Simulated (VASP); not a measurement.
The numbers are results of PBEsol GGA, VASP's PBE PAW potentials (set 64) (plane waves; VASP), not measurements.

VASP ran on this input.

### POSCAR
```
NiAl
2.8484880
  0.9999999883   0.0000000000   0.0000000000
  0.0000000000   0.9999999883   0.0000000000
  0.0000000000   0.0000000000   0.9999999883
Al Ni
1 1
direct
  0.5000000000   0.5000000000   0.5000000000
  0.0000000000   0.0000000000   0.0000000000
```

**INCAR**
```
# general
SYSTEM  = NiAl
PREC    = Accurate
ENCUT   = 480   # plane-wave cut-off (eV)
LREAL   = .FALSE.
LASPH   = .TRUE.

# electronic loop
EDIFF   = 1E-7
NELM    = 100   # most electronic steps
ALGO    = Normal
LMAXMIX = 4

# smearing
ISMEAR  = 1
SIGMA   = 0.1   # width (eV)

# functional
GGA     = PS

# ions
ISIF    = 2   # forces and stress, cell fixed

# output
LWAVE   = .FALSE.
LCHARG  = .FALSE.
```

### KPOINTS
```
Automatic
0
G
 12 12 12
0 0 0
```

POTCAR, in this order: Al Ni (PBE.64 set). Program: vasp_std.

Output of the run:

OUTCAR:
```
 ion  position               nearest neighbor table
   1  0.500  0.500  0.500-   2 2.47   2 2.47   2 2.47   2 2.47   2 2.47   2 2.47   2 2.47   2 2.47
  LATTYP: Found a simple cubic cell.
 ALAT       =     2.8484879667
 Subroutine PRICEL returns:
 Original cell was already a primitive cell.
 Subroutine GETGRP returns: Found 48 space group operations
The static configuration has the point symmetry O_h .
The dynamic configuration has the point symmetry O_h .
 Subroutine INISYM returns: Found 48 space group operations
 Subroutine IBZKPT returns following result:
 Found     84 irreducible k-points:

 Following reciprocal coordinates:
            Coordinates               Weight
  0.000000  0.000000  0.000000      1.000000
  0.083333  0.000000  0.000000      6.000000
  0.166667  0.000000  0.000000      6.000000
  0.250000  0.000000  0.000000      6.000000
  0.333333  0.000000  0.000000      6.000000
  0.416667  0.000000  0.000000      6.000000
  0.500000  0.000000  0.000000      3.000000
  0.083333  0.083333  0.000000     12.000000
  0.166667  0.083333  0.000000     24.000000
  0.250000  0.083333  0.000000     24.000000
  0.333333  0.083333  0.000000     24.000000
  0.416667  0.083333  0.000000     24.000000
  0.500000  0.083333  0.000000     12.000000
  0.166667  0.166667  0.000000     12.000000
  0.250000  0.166667  0.000000     24.000000
  0.333333  0.166667  0.000000     24.000000
  0.416667  0.166667  0.000000     24.000000
  0.500000  0.166667  0.000000     12.000000
  0.250000  0.250000  0.000000     12.000000
  0.333333  0.250000  0.000000     24.000000
  0.416667  0.250000  0.000000     24.000000
  0.500000  0.250000  0.000000     12.000000
  0.333333  0.333333  0.000000     12.000000
  0.416667  0.333333  0.000000     24.000000
  0.500000  0.333333  0.000000     12.000000
  0.416667  0.416667  0.000000     12.000000
  0.500000  0.416667  0.000000     12.000000
  0.500000  0.500000  0.000000      3.000000
  0.083333  0.083333  0.083333      8.000000
  0.166667  0.083333  0.083333     24.000000
  0.250000  0.083333  0.083333     24.000000
  0.333333  0.083333  0.083333     24.000000
  0.416667  0.083333  0.083333     24.000000
  0.500000  0.083333  0.083333     12.000000
  0.166667  0.166667  0.083333     24.000000
  0.250000  0.166667  0.083333     48.000000
  0.333333  0.166667  0.083333     48.000000
  0.416667  0.166667  0.083333     48.000000
  0.500000  0.166667  0.083333     24.000000
  0.250000  0.250000  0.083333     24.000000
   k-points           NKPTS =     84   k-points in BZ     NKDIM =     84   number of bands    NBANDS=     10
   number of dos      NEDOS =    301   number of ions     NIONS =      2
   total plane-waves  NPLWV =   8000
   dimension x,y,z NGX =    20 NGY =   20 NGZ =   20
   dimension x,y,z NGXF=    40 NGYF=   40 NGZF=   40
   ions per type =               1   1
   PREC   = accura    normal or accurate (medium, high low for compatibility)
   ISTART =      0    job   : 0-new  1-cont  2-samecut
   ICHARG =      2    charge: 1-file 2-atom 10-const
   ISPIN  =      1    spin polarized calculation?
   LNONCOLLINEAR =      F non collinear calculations
   LSORBIT =      F    spin-orbit coupling
   INIWAV =      1    electr: 0-lowe 1-rand  2-diag
   ENCUT  =  480.0 eV  35.28 Ry    5.94 a.u.   5.09  5.09  5.09*2*pi/ulx,y,z
   NELM   =    100;   NELMIN=  2; NELMDL= -5     # of ELM steps
   EDIFF  = 0.1E-06   stopping-criterion for ELM
   LREAL  =      F    real-space projection
   NLSPLINE    = F    spline interpolate recip. space projectors
   LMAXMIX     =    4 max onsite mixed and CHGCAR
   VOSKOWN=      0    Vosko Wilk Nusair interpolation
...
```

### OSZICAR
```
       N       E                     dE             d eps       ncg     rms          rms(c)
DAV:   1     0.353904091760E+02    0.35390E+02   -0.54599E+03  1720   0.130E+03
DAV:   2    -0.121190661764E+02   -0.47509E+02   -0.44648E+02  1714   0.198E+02
DAV:   3    -0.132218799628E+02   -0.11028E+01   -0.10918E+01  1944   0.395E+01
DAV:   4    -0.132400194445E+02   -0.18139E-01   -0.18128E-01  1958   0.456E+00
DAV:   5    -0.132405631701E+02   -0.54373E-03   -0.54370E-03  1936   0.827E-01    0.129E+01
DAV:   6    -0.151462694132E+02   -0.19057E+01   -0.63986E+01  1870   0.140E+02    0.159E+01
DAV:   7    -0.116059051933E+02    0.35404E+01   -0.17743E+01  1840   0.823E+01    0.114E+00
DAV:   8    -0.115966026385E+02    0.93026E-02   -0.42964E-01  2108   0.836E+00    0.104E+00
DAV:   9    -0.115814869751E+02    0.15116E-01   -0.53315E-02  1968   0.377E+00    0.208E-01
DAV:  10    -0.115810121315E+02    0.47484E-03   -0.17411E-03  1934   0.664E-01    0.870E-02
DAV:  11    -0.115810114721E+02    0.65940E-06   -0.48713E-05  1952   0.705E-02    0.298E-02
DAV:  12    -0.115810093880E+02    0.20842E-05   -0.11544E-05  1992   0.629E-02    0.439E-03
DAV:  13    -0.115810091144E+02    0.27363E-06   -0.30005E-07  1624   0.558E-03    0.184E-03
DAV:  14    -0.115810090736E+02    0.40710E-07   -0.10774E-07   918   0.431E-03
   1 F= -.11581009E+02 E0= -.11581066E+02  d E =0.170048E-03
```

### OUTCAR
```
------------------------ aborting loop because EDIFF is reached ----------------------------------------
  FORCE on cell =-STRESS in cart. coord.  units (eV):
  Direction    XX          YY          ZZ          XY          YZ          ZX
  --------------------------------------------------------------------------------------
  Total        0.3936291      0.3936291      0.3936291     -0.0000000     -0.0000000      0.0000000
  in kB       27.2869264     27.2869264     27.2869264     -0.0000000     -0.0000000      0.0000000
  external PRESSURE =      27.2869264 kB  Pullay stress =       0.0000000 kB
  volume of cell :       23.11
      direct lattice vectors                 reciprocal lattice vectors
     2.848487967  0.000000000  0.000000000     0.351063445  0.000000000  0.000000000
     0.000000000  2.848487967  0.000000000     0.000000000  0.351063445  0.000000000
     0.000000000  0.000000000  2.848487967     0.000000000  0.000000000  0.351063445
 POSITION                                       TOTAL-FORCE (eV/Angst)
 -----------------------------------------------------------------------------------
      1.42424      1.42424      1.42424         0.000000      0.000000      0.000000
      0.00000      0.00000      0.00000         0.000000      0.000000      0.000000
 -----------------------------------------------------------------------------------
    total drift:                               -0.000000      0.000000      0.000000
  FREE ENERGIE OF THE ION-ELECTRON SYSTEM (eV)
  ---------------------------------------------------
  free  energy   TOTEN  =       -11.5810090736 eV

  energy  without entropy=      -11.5811791214  energy(sigma->0) =      -11.58106576
```
(Selected blocks of OUTCAR.)

**OUTCAR**
```
 val. band max:       10.3710564195   @ k =   0.5000   0.4167   0.3333

 cond. band min:      10.4102349707   @ k =   0.3333   0.1667   0.0000


 Fermi energy:        10.3978110315

 k-point     1 :       0.0000    0.0000    0.0000
  band No.  band energies     occupation
      1      -1.0300      2.00000
      2       6.9501      2.00000
      3       6.9501      2.00000
      4       8.7408      2.00000
      5       8.7408      2.00000
      6       8.7408      2.00000
      7      15.9948      0.00000
      8      15.9948      0.00000
      9      15.9948      0.00000
     10      18.6097      0.00000

 k-point     2 :       0.0833    0.0000    0.0000
  band No.  band energies     occupation
      1      -0.8990      2.00000
      2       6.9407      2.00000
      3       6.9816      2.00000
      4       8.6830      2.00000
      5       8.6830      2.00000
      6       8.7470      2.00000
      7      14.7321      0.00000
      8      16.1674      0.00000
      9      16.1674      0.00000
     10      18.6138      0.00000

 k-point     3 :       0.1667    0.0000    0.0000
  band No.  band energies     occupation
      1      -0.5086      2.00000
      2       6.8664      2.00000
      3       7.0692      2.00000
      4       8.5328      2.00000
      5       8.5328      2.00000
      6       8.7641      2.00000
      7      12.8380      0.00000
      8      16.6634      0.00000
      9      16.6634      0.00000
     10      18.6258      0.00000

 k-point     4 :       0.2500    0.0000    0.0000
  band No.  band energies     occupation
      1       0.1327      2.00000
      2       6.5693      2.00000
      3       7.1923      2.00000
      4       8.3428      2.00000
      5       8.3428      2.00000
      6       8.7874      2.00000
      7      11.2267     -0.00000
      8      17.4328      0.00000
      9      17.4328      0.00000
     10      18.6441      0.00000

 k-point     5 :       0.3333    0.0000    0.0000
...
```

The compound is NiAl in the CsCl type structure. This cell was strained or had an atom moved on purpose. The run is not spin-polarised, so no magnetic state was tried. The electron count is odd and the run is not spin-polarised, which forces a metal.
